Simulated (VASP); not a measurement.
Method: PBEsol GGA, VASP's PBE PAW potentials (set 64) (plane waves; VASP).

VASP ran on this input.

### POSCAR
```
TiNi
1
    0.0000000000     4.7445397592    -0.2268899709
    3.9208382453     0.0000000000     0.0000000000
    0.0000000000    -0.9340700420    -2.7722280327
Ti Ni
2 2
Direct
  0.7125376065   0.2500000000   0.3592387801
  0.2874623935   0.7500000000   0.6407612199
  0.1749768366   0.2500000000   0.0803614975
  0.8250231634   0.7500000000   0.9196385025
```

**KPOINTS**
```
Automatic mesh
0
Gamma
6 7 10
0 0 0
```

INCAR:
```
ALGO = Normal
EDIFF = 1E-6
EDIFFG = -0.02
ENCUT = 400
GGA = PS
IBRION = 2
ISIF = 3
ISMEAR = 1
LASPH = .TRUE.
LCHARG = .FALSE.
LMAXMIX = 4
LREAL = .FALSE.
LWAVE = .FALSE.
NELM = 100
NSW = 60
PREC = Accurate
SIGMA = 0.1
SYSTEM = TiNi
```

POTCAR, in this order: Ti_sv Ni (PBE.64 set). Program: vasp_std.

The resulting files:

File OUTCAR:
```
 ion  position               nearest neighbor table
   1  0.713  0.250  0.359-   3 2.46   4 2.48   4 2.48   4 2.52   4 2.52   3 2.54   3 2.60
   2  0.287  0.750  0.641-   4 2.46   3 2.48   3 2.48   3 2.52   3 2.52   4 2.54   4 2.60
   3  0.175  0.250  0.080-   1 2.46   2 2.48   2 2.48   2 2.52   2 2.52   4 2.53   4 2.53   1 2.54
                             1 2.60
   4  0.825  0.750  0.920-   2 2.46   1 2.48   1 2.48   1 2.52   1 2.52   3 2.53   3 2.53   2 2.54
                             2 2.60
  LATTYP: Found a simple monoclinic cell.
 ALAT       =     2.9253606801
 B/A-ratio  =     1.3402922491
 C/A-ratio  =     1.6237183257
 COS(beta)  =    -0.2736700661
 Subroutine PRICEL returns:
 Original cell was already a primitive cell.
 Subroutine GETGRP returns: Found  4 space group operations
The static configuration has the point symmetry S_2 .
 The point group associated with its full space group is C_2h.
The dynamic configuration has the point symmetry S_2 .
 Subroutine INISYM returns: Found  4 space group operations
 Subroutine IBZKPT returns following result:
 Found    128 irreducible k-points:

 Following reciprocal coordinates:
            Coordinates               Weight
  0.000000  0.000000  0.000000      1.000000
...
```

### OSZICAR
```
...
   2 F= -.30567412E+02 E0= -.30567462E+02  d E =-.102597E-01
       N       E                     dE             d eps       ncg     rms          rms(c)
DAV:   1    -0.305916800665E+02   -0.24268E-01   -0.62124E-01  7486   0.106E+01    0.146E+00
DAV:   2    -0.306449135642E+02   -0.53233E-01   -0.74623E-01  8940   0.104E+01    0.281E+00
DAV:   3    -0.305700643796E+02    0.74849E-01   -0.46918E-01  9758   0.771E+00    0.501E-01
DAV:   4    -0.305684420053E+02    0.16224E-02   -0.20380E-02  9986   0.116E+00    0.170E-01
DAV:   5    -0.305684935808E+02   -0.51575E-04   -0.23907E-03  9786   0.378E-01    0.927E-02
DAV:   6    -0.305686104502E+02   -0.11687E-03   -0.87321E-04 10566   0.196E-01    0.740E-02
DAV:   7    -0.305686386577E+02   -0.28208E-04   -0.15864E-04  9150   0.996E-02    0.271E-02
DAV:   8    -0.305686412922E+02   -0.26345E-05   -0.45428E-05  9144   0.523E-02    0.473E-03
DAV:   9    -0.305686416317E+02   -0.33945E-06   -0.10215E-06  4522   0.123E-02
   3 F= -.30568642E+02 E0= -.30568714E+02  d E =-.114897E-01
       N       E                     dE             d eps       ncg     rms          rms(c)
DAV:   1    -0.305915005255E+02   -0.22859E-01   -0.29629E+00  6738   0.216E+01    0.166E+00
DAV:   2    -0.306502853523E+02   -0.58785E-01   -0.90946E-01  8984   0.116E+01    0.274E+00
DAV:   3    -0.305835480907E+02    0.66737E-01   -0.47843E-01  9316   0.793E+00    0.794E-01
DAV:   4    -0.305757076786E+02    0.78404E-02   -0.37822E-02 10834   0.203E+00    0.207E-01
DAV:   5    -0.305757429008E+02   -0.35222E-04   -0.40171E-03  9326   0.648E-01    0.133E-01
DAV:   6    -0.305757345372E+02    0.83636E-05   -0.83892E-04 11898   0.274E-01    0.636E-02
DAV:   7    -0.305757630355E+02   -0.28498E-04   -0.12026E-04  8862   0.113E-01    0.145E-02
DAV:   8    -0.305757649107E+02   -0.18751E-05   -0.33857E-05 10236   0.462E-02    0.682E-03
DAV:   9    -0.305757643502E+02    0.56050E-06   -0.63904E-06  7368   0.273E-02
   4 F= -.30575764E+02 E0= -.30575770E+02  d E =-.712272E-02
       N       E                     dE             d eps       ncg     rms          rms(c)
DAV:   1    -0.305801098168E+02   -0.43449E-02   -0.68129E-01  6738   0.104E+01    0.800E-01
DAV:   2    -0.305948198740E+02   -0.14710E-01   -0.21767E-01  9016   0.563E+00    0.139E+00
DAV:   3    -0.305781616738E+02    0.16658E-01   -0.11955E-01  9300   0.391E+00    0.379E-01
DAV:   4    -0.305763934682E+02    0.17682E-02   -0.88054E-03 10750   0.972E-01    0.102E-01
DAV:   5    -0.305763979389E+02   -0.44707E-05   -0.97651E-04  9280   0.316E-01    0.642E-02
DAV:   6    -0.305763953669E+02    0.25720E-05   -0.19576E-04 11994   0.132E-01    0.316E-02
DAV:   7    -0.305764029200E+02   -0.75531E-05   -0.29432E-05  8860   0.551E-02    0.759E-03
DAV:   8    -0.305764034583E+02   -0.53825E-06   -0.91230E-06  8136   0.238E-02
   5 F= -.30576403E+02 E0= -.30576448E+02  d E =-.776183E-02
       N       E                     dE             d eps       ncg     rms          rms(c)
DAV:   1    -0.305764874766E+02   -0.84557E-04   -0.12444E-02  6742   0.140E+00    0.108E-01
DAV:   2    -0.305767580254E+02   -0.27055E-03   -0.39697E-03  9018   0.757E-01    0.192E-01
DAV:   3    -0.305764511123E+02    0.30691E-03   -0.22460E-03  9244   0.530E-01    0.516E-02
DAV:   4    -0.305764182052E+02    0.32907E-04   -0.16393E-04 10698   0.133E-01    0.144E-02
DAV:   5    -0.305764178386E+02    0.36664E-06   -0.19357E-05  9222   0.441E-02    0.876E-03
DAV:   6    -0.305764174039E+02    0.43469E-06   -0.26887E-06  5020   0.182E-02
   6 F= -.30576417E+02 E0= -.30576453E+02  d E =-.777577E-02
       N       E                     dE             d eps       ncg     rms          rms(c)
DAV:   1    -0.305786613244E+02   -0.22435E-02   -0.20261E-01  6792   0.618E+00    0.499E-01
DAV:   2    -0.305803405280E+02   -0.16792E-02   -0.53419E-02  8372   0.285E+00    0.580E-01
DAV:   3    -0.305781789159E+02    0.21616E-02   -0.30862E-02  9282   0.201E+00    0.339E-01
DAV:   4    -0.305769626523E+02    0.12163E-02   -0.46346E-03 10516   0.770E-01    0.624E-02
DAV:   5    -0.305769485240E+02    0.14128E-04   -0.33420E-04  9178   0.165E-01    0.328E-02
DAV:   6    -0.305769493155E+02   -0.79153E-06   -0.53947E-05 11350   0.652E-02    0.184E-02
DAV:   7    -0.305769507124E+02   -0.13969E-05   -0.11664E-05  8760   0.337E-02    0.385E-03
DAV:   8    -0.305769505053E+02    0.20710E-06   -0.16499E-06  4280   0.151E-02
   7 F= -.30576951E+02 E0= -.30577080E+02  d E =-.533101E-03
       N       E                     dE             d eps       ncg     rms          rms(c)
DAV:   1    -0.305787870735E+02   -0.18364E-02   -0.21122E-01  6782   0.630E+00    0.510E-01
DAV:   2    -0.305804354471E+02   -0.16484E-02   -0.55095E-02  8358   0.289E+00    0.586E-01
DAV:   3    -0.305782861824E+02    0.21493E-02   -0.32088E-02  9310   0.205E+00    0.352E-01
DAV:   4    -0.305769839729E+02    0.13022E-02   -0.49629E-03 10490   0.795E-01    0.635E-02
DAV:   5    -0.305769680679E+02    0.15905E-04   -0.34861E-04  9172   0.168E-01    0.328E-02
DAV:   6    -0.305769690079E+02   -0.93996E-06   -0.55583E-05 11276   0.662E-02    0.187E-02
DAV:   7    -0.305769704378E+02   -0.14299E-05   -0.11959E-05  8802   0.339E-02    0.404E-03
DAV:   8    -0.305769702139E+02    0.22389E-06   -0.17334E-06  4364   0.153E-02
   8 F= -.30576970E+02 E0= -.30577244E+02  d E =-.552810E-03
       N       E                     dE             d eps       ncg     rms          rms(c)
DAV:   1    -0.305774262095E+02   -0.45577E-03   -0.47144E-02  6780   0.298E+00    0.241E-01
DAV:   2    -0.305777958299E+02   -0.36962E-03   -0.12285E-02  8386   0.136E+00    0.275E-01
DAV:   3    -0.305773179798E+02    0.47785E-03   -0.70376E-03  9304   0.960E-01    0.166E-01
DAV:   4    -0.305770290259E+02    0.28895E-03   -0.11234E-03 10468   0.378E-01    0.289E-02
DAV:   5    -0.305770271004E+02    0.19254E-05   -0.76283E-05  9256   0.814E-02    0.160E-02
DAV:   6    -0.305770277564E+02   -0.65591E-06   -0.12364E-05 10994   0.316E-02    0.858E-03
DAV:   7    -0.305770285701E+02   -0.81377E-06   -0.22676E-06  4818   0.157E-02
   9 F= -.30577029E+02 E0= -.30577229E+02  d E =-.611166E-03
       N       E                     dE             d eps       ncg     rms          rms(c)
DAV:   1    -0.305795759137E+02   -0.25482E-02   -0.11740E-01  7218   0.484E+00    0.499E-01
DAV:   2    -0.305876759200E+02   -0.81000E-02   -0.97783E-02  9006   0.377E+00    0.107E+00
DAV:   3    -0.305776994126E+02    0.99765E-02   -0.61546E-02  9174   0.274E+00    0.191E-01
DAV:   4    -0.305773471032E+02    0.35231E-03   -0.28010E-03 10318   0.466E-01    0.715E-02
DAV:   5    -0.305773405339E+02    0.65692E-05   -0.34296E-04  9016   0.157E-01    0.349E-02
DAV:   6    -0.305773434475E+02   -0.29136E-05   -0.69598E-05 11788   0.706E-02    0.227E-02
DAV:   7    -0.305773460726E+02   -0.26251E-05   -0.14865E-05  8502   0.371E-02    0.580E-03
DAV:   8    -0.305773463255E+02   -0.25296E-06   -0.36690E-06  6432   0.159E-02
  10 F= -.30577346E+02 E0= -.30577655E+02  d E =-.317755E-03
       N       E                     dE             d eps       ncg     rms          rms(c)
DAV:   1    -0.305794033246E+02   -0.20573E-02   -0.10288E-01  7220   0.453E+00    0.468E-01
DAV:   2    -0.305865325414E+02   -0.71292E-02   -0.85763E-02  8996   0.354E+00    0.100E+00
DAV:   3    -0.305777480636E+02    0.87845E-02   -0.54146E-02  9126   0.257E+00    0.179E-01
DAV:   4    -0.305774377712E+02    0.31029E-03   -0.24751E-03 10342   0.437E-01    0.670E-02
DAV:   5    -0.305774321420E+02    0.56292E-05   -0.30146E-04  9020   0.147E-01    0.328E-02
DAV:   6    -0.305774347403E+02   -0.25983E-05   -0.61006E-05 11794   0.661E-02    0.212E-02
DAV:   7    -0.305774371262E+02   -0.23859E-05   -0.12987E-05  8278   0.346E-02    0.547E-03
DAV:   8    -0.305774373417E+02   -0.21545E-06   -0.32506E-06  6078   0.154E-02
  11 F= -.30577437E+02 E0= -.30577849E+02  d E =-.408772E-03
```

OUTCAR:
```
------------------------ aborting loop because EDIFF is reached ----------------------------------------
  FORCE on cell =-STRESS in cart. coord.  units (eV):
  Direction    XX          YY          ZZ          XY          YZ          ZX
  --------------------------------------------------------------------------------------
  Total        0.0069123     -0.0343533      0.0146655      0.0000000     -0.0201533      0.0000000
  in kB        0.2095141     -1.0412589      0.4445162      0.0000000     -0.6108537      0.0000000
  external PRESSURE =      -0.1290762 kB  Pullay stress =       0.0000000 kB
  volume of cell :       52.86
      direct lattice vectors                 reciprocal lattice vectors
     0.000000000  4.811384530 -0.261000318     0.000000000  0.204072372 -0.069461003
     3.970809359  0.000000000  0.000000000     0.251837827  0.000000000  0.000000000
     0.000000000 -0.924661137 -2.716600449     0.000000000 -0.019606473 -0.361433591
 POSITION                                       TOTAL-FORCE (eV/Angst)
 -----------------------------------------------------------------------------------
      0.99270      3.09547     -1.17943         0.000000      0.001107      0.018357
      2.97811      0.79126     -1.79817         0.000000     -0.001107     -0.018357
      0.99270      0.74211     -0.25785         0.000000      0.017803      0.004466
      2.97811      3.14461     -2.71975         0.000000     -0.017803     -0.004466
 -----------------------------------------------------------------------------------
    total drift:                                0.000000      0.000000      0.000000
  FREE ENERGIE OF THE ION-ELECTRON SYSTEM (eV)
  ---------------------------------------------------
  free  energy   TOTEN  =       -30.5774373417 eV

  energy  without entropy=      -30.5786725295  energy(sigma->0) =      -30.57784907

 reached required accuracy - stopping structural energy minimisation
```
(Selected blocks of OUTCAR.)

**CONTCAR**
```
TiNi
   1.00000000000000
     0.0000000000000000    4.8113845304660980   -0.2610003180827090
     3.9708093591701590    0.0000000000000000    0.0000000000000000
     0.0000000000000000   -0.9246611368913156   -2.7166004494225677
  Ti              Ni
     2     2
Direct
     0.7136233735436751    0.2500000000000000    0.3655932744628902
     0.2863766264563247    0.7500000000000000    0.6344067255371098
     0.1693546573162849    0.2500000000000000    0.0786460540879998
     0.8306453426837151    0.7500000000000000    0.9213539459120003
```

The compound is TiNi in the sg11 structure. This run relaxes it. Symmetry was kept, so distortions that lower it aren't found. The start is the result of an earlier pass. The run is not spin-polarised, so no magnetic state was tried.
